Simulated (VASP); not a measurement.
Output of a VASP run:

OUTCAR:
```
 ion  position               nearest neighbor table
   1  0.333  0.667  0.250-   2 3.38   2 3.38   2 3.38   2 3.38   2 3.38   2 3.38
   2  0.667  0.333  0.750-   1 3.38   1 3.38   1 3.38   1 3.38   1 3.38   1 3.38
  LATTYP: Found a hexagonal cell.
 ALAT       =     3.3945710000
 C/A-ratio  =     1.6235939681
 Subroutine PRICEL returns:
 Original cell was already a primitive cell.
 Subroutine GETGRP returns: Found 24 space group operations
The static configuration has the point symmetry D_3d.
 The point group associated with its full space group is D_6h.
The dynamic configuration has the point symmetry D_3d.
 Subroutine INISYM returns: Found 24 space group operations
 Subroutine IBZKPT returns following result:
 Found     64 irreducible k-points:

 Following reciprocal coordinates:
            Coordinates               Weight
  0.000000  0.000000  0.000000      1.000000
  0.090909 -0.000000  0.000000      6.000000
  0.181818 -0.000000  0.000000      6.000000
  0.272727 -0.000000  0.000000      6.000000
  0.363636 -0.000000  0.000000      6.000000
  0.454545 -0.000000  0.000000      6.000000
  0.090909  0.090909  0.000000      6.000000
  0.181818  0.090909  0.000000     12.000000
  0.272727  0.090909  0.000000     12.000000
  0.363636  0.090909  0.000000     12.000000
  0.454545  0.090909  0.000000      6.000000
  0.181818  0.181818  0.000000      6.000000
  0.272727  0.181818  0.000000     12.000000
  0.363636  0.181818  0.000000     12.000000
  0.272727  0.272727  0.000000      6.000000
  0.363636  0.272727  0.000000      6.000000
  0.000000  0.000000  0.166667      2.000000
  0.090909 -0.000000  0.166667     12.000000
  0.181818 -0.000000  0.166667     12.000000
  0.272727 -0.000000  0.166667     12.000000
  0.363636 -0.000000  0.166667     12.000000
  0.454545 -0.000000  0.166667     12.000000
  0.090909  0.090909  0.166667     12.000000
  0.181818  0.090909  0.166667     24.000000
  0.272727  0.090909  0.166667     24.000000
  0.363636  0.090909  0.166667     24.000000
  0.454545  0.090909  0.166667     12.000000
  0.181818  0.181818  0.166667     12.000000
  0.272727  0.181818  0.166667     24.000000
  0.363636  0.181818  0.166667     24.000000
  0.272727  0.272727  0.166667     12.000000
  0.363636  0.272727  0.166667     12.000000
  0.000000  0.000000  0.333333      2.000000
  0.090909 -0.000000  0.333333     12.000000
  0.181818 -0.000000  0.333333     12.000000
  0.272727 -0.000000  0.333333     12.000000
  0.363636 -0.000000  0.333333     12.000000
  0.454545 -0.000000  0.333333     12.000000
  0.090909  0.090909  0.333333     12.000000
  0.181818  0.090909  0.333333     24.000000
   k-points           NKPTS =     64   k-points in BZ     NKDIM =     64   number of bands    NBANDS=      9
   number of dos      NEDOS =    301   number of ions     NIONS =      2
   total plane-waves  NPLWV =  20736
   dimension x,y,z NGX =    24 NGY =   24 NGZ =   36
   dimension x,y,z NGXF=    48 NGYF=   48 NGZF=   72
   ions per type =               2
   PREC   = accura    normal or accurate (medium, high low for compatibility)
   ISTART =      0    job   : 0-new  1-cont  2-samecut
   ICHARG =      2    charge: 1-file 2-atom 10-const
   ISPIN  =      1    spin polarized calculation?
   LNONCOLLINEAR =      F non collinear calculations
   LSORBIT =      F    spin-orbit coupling
   INIWAV =      1    electr: 0-lowe 1-rand  2-diag
   ENCUT  =  400.0 eV  29.40 Ry    5.42 a.u.   5.54  5.54  8.99*2*pi/ulx,y,z
   NELM   =    100;   NELMIN=  2; NELMDL= -5     # of ELM steps
   EDIFF  = 0.1E-05   stopping-criterion for ELM
   LREAL  =      F    real-space projection
   NLSPLINE    = F    spline interpolate recip. space projectors
   LMAXMIX     =    4 max onsite mixed and CHGCAR
   VOSKOWN=      0    Vosko Wilk Nusair interpolation
   EDIFFG = -.1E-01   stopping-criterion for IOM
   NSW    =     60    number of steps for IOM
...
```

OSZICAR:
```
...
DAV:   3    -0.870084745788E+01    0.92229E-04   -0.22839E-04  1213   0.813E-02    0.428E-03
DAV:   4    -0.870084797185E+01   -0.51397E-06   -0.77092E-06  1163   0.207E-02
   5 F= -.87008480E+01 E0= -.87006434E+01  d E =-.574739E-03
       N       E                     dE             d eps       ncg     rms          rms(c)
DAV:   1    -0.870122639294E+01   -0.37894E-03   -0.16097E-02  1198   0.734E-01    0.578E-02
DAV:   2    -0.870113165251E+01    0.94740E-04   -0.38678E-04  1184   0.155E-01    0.327E-02
DAV:   3    -0.870107144754E+01    0.60205E-04   -0.14862E-04  1205   0.657E-02    0.361E-03
DAV:   4    -0.870107178137E+01   -0.33384E-06   -0.50369E-06  1107   0.167E-02
   6 F= -.87010718E+01 E0= -.87008005E+01  d E =-.798549E-03
       N       E                     dE             d eps       ncg     rms          rms(c)
DAV:   1    -0.870173946126E+01   -0.66801E-03   -0.64735E-02  1191   0.147E+00    0.117E-01
DAV:   2    -0.870134158736E+01    0.39787E-03   -0.15748E-03  1185   0.312E-01    0.660E-02
DAV:   3    -0.870109088395E+01    0.25070E-03   -0.62439E-04  1205   0.135E-01    0.718E-03
DAV:   4    -0.870109227458E+01   -0.13906E-05   -0.21093E-05  1184   0.343E-02    0.461E-03
DAV:   5    -0.870109230684E+01   -0.32255E-07   -0.16866E-07   598   0.446E-03
   7 F= -.87010923E+01 E0= -.87010655E+01  d E =-.819074E-03
       N       E                     dE             d eps       ncg     rms          rms(c)
DAV:   1    -0.870136857209E+01   -0.27630E-03   -0.20774E-02  1190   0.835E-01    0.669E-02
DAV:   2    -0.870123745517E+01    0.13112E-03   -0.50566E-04  1183   0.177E-01    0.378E-02
DAV:   3    -0.870115583392E+01    0.81621E-04   -0.20102E-04  1204   0.763E-02    0.409E-03
DAV:   4    -0.870115628744E+01   -0.45352E-06   -0.67789E-06  1136   0.194E-02
   8 F= -.87011563E+01 E0= -.87009420E+01  d E =-.883055E-03
       N       E                     dE             d eps       ncg     rms          rms(c)
DAV:   1    -0.870117080601E+01   -0.14972E-04   -0.95265E-04  1190   0.178E-01    0.145E-02
DAV:   2    -0.870116437641E+01    0.64296E-05   -0.23417E-05  1183   0.379E-02    0.819E-03
DAV:   3    -0.870116047426E+01    0.39021E-05   -0.96842E-06  1203   0.167E-02    0.860E-04
DAV:   4    -0.870116049575E+01   -0.21485E-07   -0.30602E-07   579   0.425E-03
   9 F= -.87011605E+01 E0= -.87009790E+01  d E =-.887263E-03
       N       E                     dE             d eps       ncg     rms          rms(c)
DAV:   1    -0.870121380834E+01   -0.53334E-04   -0.17018E-03  1202   0.232E-01    0.343E-02
DAV:   2    -0.870117940807E+01    0.34400E-04   -0.27307E-05  1179   0.403E-02    0.190E-02
DAV:   3    -0.870116230378E+01    0.17104E-04   -0.32543E-05  1205   0.318E-02    0.539E-03
DAV:   4    -0.870116224595E+01    0.57826E-07   -0.14523E-07   603   0.395E-03
  10 F= -.87011622E+01 E0= -.87009927E+01  d E =-.175021E-05
       N       E                     dE             d eps       ncg     rms          rms(c)
DAV:   1    -0.870118778794E+01   -0.25484E-04   -0.41651E-04  1201   0.114E-01    0.165E-02
DAV:   2    -0.870117879320E+01    0.89947E-05   -0.67329E-06  1179   0.200E-02    0.911E-03
DAV:   3    -0.870117351318E+01    0.52800E-05   -0.79267E-06  1195   0.157E-02    0.268E-03
DAV:   4    -0.870117353187E+01   -0.18686E-07   -0.35266E-08   576   0.195E-03
  11 F= -.87011735E+01 E0= -.87009979E+01  d E =-.130361E-04
```

File OUTCAR:
```
------------------------ aborting loop because EDIFF is reached ----------------------------------------
  FORCE on cell =-STRESS in cart. coord.  units (eV):
  Direction    XX          YY          ZZ          XY          YZ          ZX
  --------------------------------------------------------------------------------------
  Total        0.0011042      0.0011042      0.0005596      0.0000000      0.0000000      0.0000000
  in kB        0.0339979      0.0339979      0.0172300      0.0000000      0.0000000      0.0000000
  external PRESSURE =       0.0284086 kB  Pullay stress =       0.0000000 kB
  volume of cell :       52.04
      direct lattice vectors                 reciprocal lattice vectors
     3.310291635 -0.000000014  0.000000000     0.302088188  0.174410631  0.000000000
    -1.655145342  2.866796915 -0.000000000     0.000000001  0.348821361  0.000000000
    -0.000000000 -0.000000000  5.483186078    -0.000000000  0.000000000  0.182375718
 POSITION                                       TOTAL-FORCE (eV/Angst)
 -----------------------------------------------------------------------------------
     -0.00000      1.91120      1.37080         0.000000      0.000000      0.000000
      1.65515      0.95560      4.11239        -0.000000     -0.000000      0.000000
 -----------------------------------------------------------------------------------
    total drift:                               -0.000100      0.000054      0.000009
  FREE ENERGIE OF THE ION-ELECTRON SYSTEM (eV)
  ---------------------------------------------------
  free  energy   TOTEN  =        -8.7011735319 eV

  energy  without entropy=       -8.7006466981  energy(sigma->0) =       -8.70099792

 reached required accuracy - stopping structural energy minimisation
```
(Selected blocks of OUTCAR.)

### POSCAR
```
Sb
1
    3.3945710000     0.0000000000     0.0000000000
   -1.6972850000     2.9397850000     0.0000000000
    0.0000000000     0.0000000000     5.5114050000
Sb
2
Direct
  0.3333330000   0.6666670000   0.2500000000
  0.6666670000   0.3333330000   0.7500000000
```

Q: Reconstruct the remaining input files.

A: One answer among several that fit: the input of the run itself, PBEsol GGA, plane waves, VASP's PBE PAW potentials (set 64).

File KPOINTS:
```
kpoints
0
Gamma
 11 11 6
0 0 0
```

### INCAR
```
! general
SYSTEM  = Sb
PREC    = Accurate
ENCUT   = 400
LREAL   = .False.
LASPH   = .True.

! electronic loop
EDIFF   = 1E-6
NELM    = 100
ALGO    = Normal
LMAXMIX = 4

! smearing
ISMEAR  = 1
SIGMA   = 0.1

! functional
GGA     = PS

! ions
IBRION  = 2
NSW     = 60
ISIF    = 3
EDIFFG  = -0.01

! output
LWAVE   = .False.
LCHARG  = .False.
```

POTCAR, in this order: Sb (PBE.64 set). Program: vasp_std.

Energy and stress use the plane-wave basis of the starting cell.

The structure was generated: Sb was put into the hcp type (P6_3/mmc), which need not be its known phase. This run relaxes it. Symmetry was kept, so distortions that lower it aren't found.
